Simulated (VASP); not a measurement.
```yaml
crystal:
  lattice:
    - [-2.38860, 2.38860, 1.33555]
    - [2.38860, -2.38860, 1.33555]
    - [2.38860, 2.38860, -1.33555]
  atoms:
    - { symbol: Si, position: [0.25000, 0.75000, 0.50000] }
    - { symbol: Si, position: [0.50000, 0.50000, 0.00000] }
```

Level of theory: r2SCAN meta-GGA, VASP's PBE PAW potentials (set 64) (plane waves; VASP). Settings: 400 eV cut-off, 17×17×17 Γ-centred mesh, tetrahedra with Blöchl corrections, potentials Si.

Estimate the energy per atom (σ→0), band gap (over mesh and band path) with the smallest direct gap where there is one.

The band gap (over mesh and band path) is none (metal, semimetal or under 0.01 eV). The energy per atom (σ→0) is -8.341 eV/atom.

Total energies compare only between runs with the same potentials, cut-off and functional.

The structure comes from a computed database's Si entry (I4_1/amd); how it stands against other phases isn't given here. It was relaxed first.
